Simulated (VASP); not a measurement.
```yaml
crystal:
  lattice:
    - [5.61426, 0.00000, 0.00000]
    - [0.00000, 5.61426, 0.00000]
    - [0.00000, 0.00000, 5.61426]
  atoms:
    - { symbol: Cs, position: [0.00000, 0.00000, 0.00000] }
    - { symbol: Pb, position: [0.50000, 0.50000, 0.50000] }
    - { symbol: Cl, position: [0.50000, 0.00000, 0.50000] }
    - { symbol: Cl, position: [0.00000, 0.50000, 0.50000] }
    - { symbol: Cl, position: [0.50000, 0.50000, 0.00000] }
```

Computed with PBE GGA, VASP's PBE PAW potentials (set 64) (plane waves; VASP 6.6.1). Numerical set-up: 520 eV cut-off, 4×4×4 Γ-centred mesh, Gaussian smearing of 0.050 eV, potentials Cs_sv Pb_d Cl.

Unless said otherwise, spin-orbit coupling is left out, though it shifts the bands of the heavy elements here.

Problem. Predict the energy per atom (σ→0), pressure, band gap (on the k-mesh) with the smallest direct gap where there is one.

Solution. 
```yaml
band gap (on the k-mesh): 1.96 eV
smallest direct gap (on the k-mesh): 1.96 eV
energy per atom (σ→0): -3.498 eV/atom
pressure: 1.66 GPa
```

Only differences to runs with the same potentials and settings are physical.

The compound is CsPbCl3 in the cubic perovskite structure, the ideal cubic form; the compound distorts at low or room temperature. This cell is one point of a volume scan, at 0.94 of the reference volume.
